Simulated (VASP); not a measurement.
Method: PBEsol GGA, VASP's PBE PAW potentials (set 64) (plane waves; VASP 6.6.1).

VASP ran on this input.

### KPOINTS
```
Automatic mesh
0
Gamma
9 9 9
0 0 0
```

### INCAR
```
# general
SYSTEM =MgS
PREC   =Accurate
ENCUT  =500
LREAL  =.False.
LASPH  =.True.

# electronic loop
EDIFF  =1E-6
NELM   =100
ALGO   =Normal

# smearing
ISMEAR =0
SIGMA  =0.05

# functional
GGA    =PS

# ions
IBRION =2
NSW    =40
ISIF   =3
EDIFFG =-0.02
PSTRESS=200

# output
LWAVE  =.False.
LCHARG =.False.
```

**POSCAR**
```
MgS
1
    0.0000000000     2.5018698535     2.5018698535
    2.5018698535     0.0000000000     2.5018698535
    2.5018698535     2.5018698535     0.0000000000
Mg S
1 1
Direct
  0.0000000000   0.0000000000   0.0000000000
  0.5000000000   0.5000000000   0.5000000000
```

POTCAR, in this order: Mg S (PBE.64 set). Program: vasp_std.

Energy and stress use the plane-wave basis of the starting cell.

What does the run give for the energy per atom (σ→0), volume per atom?

- energy per atom (σ→0): -4.388 eV/atom
- volume per atom: 14.56 Å^3/atom

**OSZICAR**
```
...
DAV:   1    -0.890356898384E+01   -0.45470E+00   -0.27364E+00   712   0.110E+01    0.287E+00
DAV:   2    -0.879216753404E+01    0.11140E+00   -0.28910E-01   560   0.315E+00    0.106E+00
DAV:   3    -0.877661389427E+01    0.15554E-01   -0.78552E-02   584   0.162E+00    0.564E-01
DAV:   4    -0.877643958470E+01    0.17431E-03   -0.58964E-04   632   0.220E-01    0.485E-01
DAV:   5    -0.877610718077E+01    0.33240E-03   -0.23845E-04   632   0.122E-01    0.800E-02
DAV:   6    -0.877610268787E+01    0.44929E-05   -0.56474E-06   696   0.198E-02    0.299E-02
DAV:   7    -0.877610265097E+01    0.36891E-07   -0.41269E-07   328   0.406E-03
   3 F= -.51414474E+01 E0= -.51414474E+01  d E =-.736082E-01
```

The structure was generated: MgS was put into the rock salt type (Fm-3m), which need not be its known phase. This run relaxes it under an external pressure of 20 GPa. Symmetry was kept, so distortions that lower it aren't found.
